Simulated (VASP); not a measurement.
Level of theory: SCAN meta-GGA, VASP's PBE PAW potentials (set 64) (plane waves; VASP 6.6.1).

VASP input:

KPOINTS:
```
Automatic mesh
0
Gamma
11 11 11
0 0 0
```

### INCAR
```
# general
SYSTEM  = ZnS
PREC    = Accurate
ENCUT   = 400
LREAL   = F
LASPH   = T
NBANDS  = 39

# electronic loop
EDIFF   = 1E-7
NELM    = 100
ALGO    = Normal
LMAXMIX = 4
LMIXTAU = T

# smearing
ISMEAR  = 0
SIGMA   = 0.01

# functional
METAGGA = SCAN

# output
LWAVE   = F
LCHARG  = F
NEDOS   = 1001

# other
LOPTICS = T
LPEAD   = T
CSHIFT  = 0.1
```

### POSCAR
```
ZnS
1
    0.0000000000     2.6830638297     2.6830638297
    2.6830638297     0.0000000000     2.6830638297
    2.6830638297     2.6830638297    -0.0000000000
Zn S
1 1
Direct
  0.0000000000   0.0000000000   0.0000000000
  0.2500000000   0.2500000000   0.2500000000
```

POTCAR, in this order: Zn S (PBE.64 set). Program: vasp_std.

Output of the run:

File OSZICAR:
```
       N       E                     dE             d eps       ncg     rms          rms(c)
DAV:   1     0.983179541664E+02    0.98318E+02   -0.54860E+03  4912   0.473E+02
DAV:   2    -0.163374787148E+02   -0.11466E+03   -0.97038E+02  4568   0.153E+02
DAV:   3    -0.278409286302E+02   -0.11503E+02   -0.11256E+02  5406   0.423E+01
DAV:   4    -0.279938217961E+02   -0.15289E+00   -0.15279E+00  5098   0.514E+00
DAV:   5    -0.279940984533E+02   -0.27666E-03   -0.27665E-03  5014   0.212E-01    0.771E+00
DAV:   6    -0.246603533340E+02    0.33337E+01   -0.41069E-01  4725   0.162E+01    0.643E+00
DAV:   7    -0.249252173061E+02   -0.26486E+00   -0.27441E-01  4501   0.598E+00    0.397E+00
DAV:   8    -0.249691649267E+02   -0.43948E-01   -0.59790E-02  4551   0.189E+00    0.151E+00
DAV:   9    -0.249131535868E+02    0.56011E-01   -0.69538E-02  4375   0.120E+00    0.191E-01
DAV:  10    -0.249800236529E+02   -0.66870E-01   -0.23439E-02  4368   0.687E-01    0.194E-01
DAV:  11    -0.249801319925E+02   -0.10834E-03   -0.40353E-04  5380   0.734E-02    0.187E-01
DAV:  12    -0.249802807354E+02   -0.14874E-03   -0.12859E-06  4876   0.559E-03    0.186E-01
DAV:  13    -0.249725232798E+02    0.77575E-02   -0.24830E-03  4382   0.298E-01    0.341E-01
DAV:  14    -0.249896019317E+02   -0.17079E-01   -0.10138E-02  4375   0.835E-01    0.156E+00
DAV:  15    -0.249899488522E+02   -0.34692E-03   -0.10753E-03  5344   0.192E-01    0.141E+00
DAV:  16    -0.249907184635E+02   -0.76961E-03   -0.42710E-04  4746   0.319E-01    0.904E-01
DAV:  17    -0.249924636708E+02   -0.17452E-02   -0.72522E-04  4410   0.231E-01    0.528E-01
DAV:  18    -0.249926315734E+02   -0.16790E-03   -0.14095E-04  5106   0.607E-02    0.476E-01
DAV:  19    -0.249926546588E+02   -0.23085E-04   -0.10107E-05  4846   0.135E-02    0.472E-01
DAV:  20    -0.249928585096E+02   -0.20385E-03   -0.45553E-05  4494   0.791E-02    0.346E-01
DAV:  21    -0.249930085002E+02   -0.14999E-03   -0.63929E-05  4865   0.931E-02    0.187E-01
DAV:  22    -0.249930438752E+02   -0.35375E-04   -0.22844E-05  5022   0.278E-02    0.130E-01
DAV:  23    -0.249930941672E+02   -0.50292E-04   -0.72342E-06  4599   0.194E-02    0.950E-02
DAV:  24    -0.249931343407E+02   -0.40174E-04   -0.10399E-05  4508   0.307E-02    0.289E-02
DAV:  25    -0.249931419975E+02   -0.76569E-05   -0.35819E-06  5134   0.111E-02    0.599E-03
DAV:  26    -0.249931459512E+02   -0.39537E-05   -0.64305E-07  4641   0.366E-03    0.407E-03
DAV:  27    -0.249931458416E+02    0.10963E-06   -0.38895E-08  4480   0.112E-03    0.355E-03
DAV:  28    -0.249931466334E+02   -0.79177E-06   -0.34598E-08  4263   0.173E-03    0.165E-03
DAV:  29    -0.249931482339E+02   -0.16006E-05   -0.16767E-08  4263   0.116E-03    0.577E-04
DAV:  30    -0.249931477505E+02    0.48340E-06   -0.50244E-09  2747   0.385E-04    0.489E-04
DAV:  31    -0.249931481728E+02   -0.42228E-06   -0.21987E-09  2471   0.219E-04    0.571E-04
DAV:  32    -0.249931478795E+02    0.29331E-06   -0.50177E-10  2415   0.146E-04    0.311E-04
DAV:  33    -0.249931478885E+02   -0.89835E-08   -0.12469E-10  2352   0.962E-05
   1 F= -.24993148E+02 E0= -.24993148E+02  d E =-.153600E-31
 imaginary and real dielectric function
```

### OUTCAR
```
------------------------ aborting loop because EDIFF is reached ----------------------------------------
  FORCE on cell =-STRESS in cart. coord.  units (eV):
  Direction    XX          YY          ZZ          XY          YZ          ZX
  --------------------------------------------------------------------------------------
  Total        0.0102000      0.0102000      0.0102000      0.0000000     -0.0000000     -0.0000000
  in kB        0.4230443      0.4230443      0.4230443      0.0000000     -0.0000000     -0.0000000
  external PRESSURE =       0.4230443 kB  Pullay stress =       0.0000000 kB
  volume of cell :       38.63
      direct lattice vectors                 reciprocal lattice vectors
     0.000000000  2.683063830  2.683063830    -0.186354120  0.186354120  0.186354120
     2.683063830  0.000000000  2.683063830     0.186354120 -0.186354120  0.186354120
     2.683063830  2.683063830  0.000000000     0.186354120  0.186354120 -0.186354120
  FREE ENERGIE OF THE ION-ELECTRON SYSTEM (eV)
  ---------------------------------------------------
  free  energy   TOTEN  =       -24.9931478885 eV

  energy  without entropy=      -24.9931478885  energy(sigma->0) =      -24.99314789

 plasma frequency squared (from intraband transitions) (eV^2)
  --------------------------------------------------------------------------------------
       0.000       0.000       0.000
       0.000       0.000       0.000
       0.000       0.000       0.000

 plasma frequency squared (from interband transitions, int dw w eps(2)(w)) (eV^2)
  --------------------------------------------------------------------------------------
     358.820       0.000       0.000      -0.000       0.000      -0.000
       0.000       0.000     358.820       0.000       0.000       0.000
       0.000       0.000       0.000      -0.000     358.820       0.000
```
(Selected blocks of OUTCAR.)

**OUTCAR**
```
 val. band max:        1.9992665687   @ k =   0.0000   0.0000   0.0000

 cond. band min:       4.7147259742   @ k =   0.0000   0.0000   0.0000


 Fermi energy:         2.0779791674

 k-point     1 :       0.0000    0.0000    0.0000
  band No.  band energies     occupation
      1     -11.8504      2.00000
      2      -4.5865      2.00000
      3      -4.5865      2.00000
      4      -4.5864      2.00000
      5      -4.0021      2.00000
      6      -4.0021      2.00000
      7       1.9992      2.00000
      8       1.9992      2.00000
      9       1.9993      2.00000
     10       4.7147      0.00000
     11       8.8632      0.00000
     12       8.8636      0.00000
     13       8.8636      0.00000
     14      14.3644      0.00000
     15      14.3644      0.00000
     16      14.5696      0.00000
     17      17.3206      0.00000
     18      17.3206      0.00000
     19      17.3206      0.00000
     20      20.1960      0.00000
     21      29.8238      0.00000
     22      29.8241      0.00000
     23      29.8241      0.00000
     24      32.0241      0.00000
     25      32.0243      0.00000
     26      32.0243      0.00000
     27      33.6626      0.00000
     28      33.6626      0.00000
     29      35.9451      0.00000
     30      35.9451      0.00000
     31      35.9453      0.00000
     32      43.3545      0.00000
     33      45.8017      0.00000
     34      45.8017      0.00000
     35      48.0483      0.00000
     36      48.0483      0.00000
     37      48.0484      0.00000
     38      48.9916      0.00000
     39      48.9916      0.00000

 k-point     2 :       0.0909    0.0000    0.0000
  band No.  band energies     occupation
      1     -11.7841      2.00000
      2      -4.5863      2.00000
      3      -4.5736      2.00000
      4      -4.5735      2.00000
      5      -4.0031      2.00000
      6      -4.0031      2.00000
      7       1.3365      2.00000
      8       1.9133      2.00000
      9       1.9133      2.00000
...
```

The dielectric response may not be converged in the k-mesh; for small gaps it tends to come out too large.

The structure comes from a measured ZnS entry (F-43m) of the Crystallography Open Database, whose conditions weren't checked. It was relaxed first.
